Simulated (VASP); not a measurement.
Method: r2SCAN+rVV10, VASP's PBE PAW potentials (set 64) (plane waves; VASP 6.6.1).

Input for VASP

### POSCAR
```
Na
1
   -2.1519720110     2.1519720110     2.1519720110
    2.1519720110    -2.1519720110     2.1519720110
    2.1519720110     2.1519720110    -2.1519720110
Na
1
Direct
  0.0000000000   0.0000000000   0.0000000000
```

**KPOINTS**
```
kpoints
0
G
 12 12 12
0 0 0
```

INCAR:
```
SYSTEM = Na
PREC = Accurate
ENCUT = 520
EDIFF = 1E-7
NELM = 100
ALGO = Normal
LREAL = .FALSE.
LASPH = .TRUE.
ISMEAR = 1
SIGMA = 0.1
METAGGA = R2SCAN
LUSE_VDW = .TRUE.
BPARAM = 11.95
CPARAM = 0.0093
LMIXTAU = .TRUE.
LWAVE = .FALSE.
LCHARG = .FALSE.
ISIF = 2
```

POTCAR, in this order: Na_pv (PBE.64 set). Program: vasp_std.

The run wrote:

OUTCAR:
```
 ion  position               nearest neighbor table
   1  0.000  0.000  0.000-
  LATTYP: Found a body centered cubic cell.
 ALAT       =     4.3039440220
 Subroutine PRICEL returns:
 Original cell was already a primitive cell.
 Subroutine GETGRP returns: Found 48 space group operations
The static configuration has the point symmetry O_h .
The dynamic configuration has the point symmetry O_h .
 Subroutine INISYM returns: Found 48 space group operations
 Subroutine IBZKPT returns following result:
 Found     72 irreducible k-points:

 Following reciprocal coordinates:
            Coordinates               Weight
  0.000000  0.000000  0.000000      1.000000
  0.083333  0.000000  0.000000     12.000000
  0.166667  0.000000  0.000000     12.000000
  0.250000  0.000000  0.000000     12.000000
  0.333333  0.000000  0.000000     12.000000
  0.416667  0.000000  0.000000     12.000000
  0.500000  0.000000  0.000000      6.000000
  0.083333  0.083333  0.000000     24.000000
  0.166667  0.083333  0.000000     48.000000
  0.250000  0.083333  0.000000     48.000000
  0.333333  0.083333  0.000000     48.000000
  0.416667  0.083333  0.000000     48.000000
  0.166667  0.166667  0.000000     24.000000
  0.250000  0.166667  0.000000     48.000000
  0.333333  0.166667 -0.000000     48.000000
  0.416667  0.166667 -0.000000     24.000000
  0.250000  0.250000  0.000000     24.000000
  0.333333  0.250000 -0.000000     48.000000
  0.333333  0.333333  0.000000      8.000000
  0.083333  0.083333  0.083333      8.000000
  0.166667  0.083333  0.083333     24.000000
  0.250000  0.083333  0.083333     24.000000
  0.333333  0.083333  0.083333     24.000000
  0.416667  0.083333  0.083333     12.000000
 -0.083333  0.083333  0.083333      6.000000
  0.166667  0.166667  0.083333     24.000000
  0.250000  0.166667  0.083333     48.000000
  0.333333  0.166667  0.083333     48.000000
 -0.166667  0.166667  0.083333     24.000000
  0.250000  0.250000  0.083333     24.000000
  0.333333  0.250000  0.083333     24.000000
 -0.250000  0.250000  0.083333     24.000000
 -0.166667  0.250000  0.083333     24.000000
 -0.333333  0.333333  0.083333     24.000000
 -0.250000  0.333333  0.083333     48.000000
 -0.416667  0.416667  0.083333     24.000000
 -0.333333  0.416667  0.083333     48.000000
 -0.250000  0.416667  0.083333     24.000000
  0.500000  0.500000  0.083333     12.000000
 -0.416667  0.500000  0.083333     48.000000
   k-points           NKPTS =     72   k-points in BZ     NKDIM =     72   number of bands    NBANDS=      7
   number of dos      NEDOS =    301   number of ions     NIONS =      1
   total plane-waves  NPLWV =  21952
   dimension x,y,z NGX =    28 NGY =   28 NGZ =   28
   dimension x,y,z NGXF=    56 NGYF=   56 NGZF=   56
   ions per type =               1
   PREC   = accura    normal or accurate (medium, high low for compatibility)
   ISTART =      0    job   : 0-new  1-cont  2-samecut
   ICHARG =      2    charge: 1-file 2-atom 10-const
   ISPIN  =      1    spin polarized calculation?
   LNONCOLLINEAR =      F non collinear calculations
   LSORBIT =      F    spin-orbit coupling
   INIWAV =      1    electr: 0-lowe 1-rand  2-diag
   ENCUT  =  520.0 eV  38.22 Ry    6.18 a.u.   6.93  6.93  6.93*2*pi/ulx,y,z
   NELM   =    100;   NELMIN=  2; NELMDL= -5     # of ELM steps
   EDIFF  = 0.1E-06   stopping-criterion for ELM
   LREAL  =      F    real-space projection
   NLSPLINE    = F    spline interpolate recip. space projectors
   LMAXMIX     =    2 max onsite mixed and CHGCAR
   VOSKOWN=      0    Vosko Wilk Nusair interpolation
...
```

**OSZICAR**
```
       N       E                     dE             d eps       ncg     rms          rms(c)
DAV:   1     0.197084700070E+02    0.19708E+02   -0.40344E+03  1022   0.838E+02
DAV:   2    -0.326216769357E+01   -0.22971E+02   -0.22957E+02  1057   0.148E+02
DAV:   3    -0.373230576203E+01   -0.47014E+00   -0.47013E+00  1260   0.298E+01
DAV:   4    -0.373711916435E+01   -0.48134E-02   -0.48134E-02  1309   0.278E+00
DAV:   5    -0.373717548492E+01   -0.56321E-04   -0.56321E-04  1260   0.241E-01    0.191E-01
DAV:   6    -0.307609820309E+01    0.66108E+00   -0.12862E-01  1022   0.760E+00    0.316E-01
DAV:   7    -0.326204435779E+01   -0.18595E+00   -0.17249E-01  1029   0.411E+00    0.258E-01
DAV:   8    -0.327225197723E+01   -0.10208E-01   -0.11216E-02  1008   0.207E+00    0.448E-01
DAV:   9    -0.328728303617E+01   -0.15031E-01   -0.49626E-02  1008   0.460E+00    0.707E-02
DAV:  10    -0.328486114993E+01    0.24219E-02   -0.52513E-04  1057   0.396E-01    0.671E-02
DAV:  11    -0.328876280859E+01   -0.39017E-02   -0.83691E-03  1008   0.175E+00    0.439E-02
DAV:  12    -0.327240694359E+01    0.16356E-01   -0.67077E-03  1008   0.122E+00    0.202E-02
DAV:  13    -0.327220602117E+01    0.20092E-03   -0.45733E-05  1281   0.792E-02    0.176E-02
DAV:  14    -0.327216244808E+01    0.43573E-04   -0.12163E-06  1106   0.115E-02    0.183E-02
DAV:  15    -0.327172977123E+01    0.43268E-03   -0.76122E-04  1008   0.218E-01    0.128E-02
DAV:  16    -0.327141091643E+01    0.31885E-03   -0.63223E-05  1008   0.800E-02    0.608E-03
DAV:  17    -0.327145174610E+01   -0.40830E-04   -0.26887E-05  1036   0.593E-02    0.329E-03
DAV:  18    -0.327139062347E+01    0.61123E-04   -0.15819E-05  1008   0.292E-02    0.214E-03
DAV:  19    -0.327139368856E+01   -0.30651E-05   -0.20397E-06  1036   0.141E-02    0.872E-04
DAV:  20    -0.327138464859E+01    0.90400E-05   -0.75297E-07  1008   0.881E-03    0.652E-04
DAV:  21    -0.327135788736E+01    0.26761E-04   -0.49383E-06  1008   0.184E-02    0.244E-04
DAV:  22    -0.327136377515E+01   -0.58878E-05   -0.28526E-07  1099   0.730E-03    0.265E-04
DAV:  23    -0.327136426454E+01   -0.48939E-06   -0.15872E-08  1022   0.127E-03    0.206E-04
DAV:  24    -0.327136638164E+01   -0.21171E-05   -0.20165E-08  1022   0.149E-03    0.551E-05
DAV:  25    -0.327136668529E+01   -0.30366E-06   -0.12322E-09   511   0.433E-04    0.220E-05
DAV:  26    -0.327136720654E+01   -0.52125E-06   -0.50513E-10   504   0.223E-04    0.778E-06
DAV:  27    -0.327136733363E+01   -0.12708E-06   -0.76937E-10   504   0.392E-04    0.369E-06
DAV:  28    -0.327136731051E+01    0.23115E-07   -0.68002E-11   504   0.898E-05
   1 F= -.32713673E+01 E0= -.32711004E+01  d E =-.800677E-03
```

**OUTCAR**
```
------------------------ aborting loop because EDIFF is reached ----------------------------------------
  FORCE on cell =-STRESS in cart. coord.  units (eV):
  Direction    XX          YY          ZZ          XY          YZ          ZX
  --------------------------------------------------------------------------------------
  Total       -0.1468637     -0.1468637     -0.1468637     -0.0000000      0.0000000     -0.0000000
  in kB       -5.9027619     -5.9027619     -5.9027619     -0.0000000      0.0000000     -0.0000000
  external PRESSURE =      -5.9027619 kB  Pullay stress =       0.0000000 kB
  volume of cell :       39.86
      direct lattice vectors                 reciprocal lattice vectors
    -2.151972011  2.151972011  2.151972011     0.000000000  0.232345029  0.232345029
     2.151972011 -2.151972011  2.151972011     0.232345029  0.000000000  0.232345029
     2.151972011  2.151972011 -2.151972011     0.232345029  0.232345029  0.000000000
 POSITION                                       TOTAL-FORCE (eV/Angst)
 -----------------------------------------------------------------------------------
      0.00000      0.00000      0.00000        -0.000000      0.000000     -0.000000
 -----------------------------------------------------------------------------------
    total drift:                                0.000000     -0.000000      0.000000
  FREE ENERGIE OF THE ION-ELECTRON SYSTEM (eV)
  ---------------------------------------------------
  free  energy   TOTEN  =        -3.2713673105 eV

  energy  without entropy=       -3.2705666336  energy(sigma->0) =       -3.27110042
```
(Selected blocks of OUTCAR.)

The compound is Na in the bcc structure. This cell is one point of a volume scan, at 1.06 of the reference volume.
